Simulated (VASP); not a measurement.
Consider the following.

```
Pb
1.0
    0.00000     2.46050     2.46050
    2.46050     0.00000     2.46050
    2.46050     2.46050     0.00000
Pb
1
Cartesian
  0.00000   0.00000   0.00000
```

These are PBE GGA with D3 dispersion (zero damping), VASP's PBE PAW potentials (set 64) (plane waves; VASP 6.6.1) values and carry that method's errors. Run with 520 eV cut-off, 13×13×13 Γ-centred mesh, first-order Methfessel-Paxton smearing of 0.10 eV, potentials Pb_d.

Unless said otherwise, spin-orbit coupling is left out, though it shifts the bands of the heavy elements here.

Problem. Estimate the energy per atom (σ→0), pressure, band gap (on the k-mesh) with the smallest direct gap where there is one.

Solution. 
```
Item                                                         Value
------------------------  ----------------------------------------
band gap (on the k-mesh)  none (metal, semimetal or under 0.01 eV)
energy per atom (σ→0)                               -3.790 eV/atom
pressure                                                  1.59 GPa
```

Total energies compare only between runs with the same potentials, cut-off and functional.

The compound is Pb in the fcc structure. This cell is one point of a volume scan, at 0.97 of the reference volume.
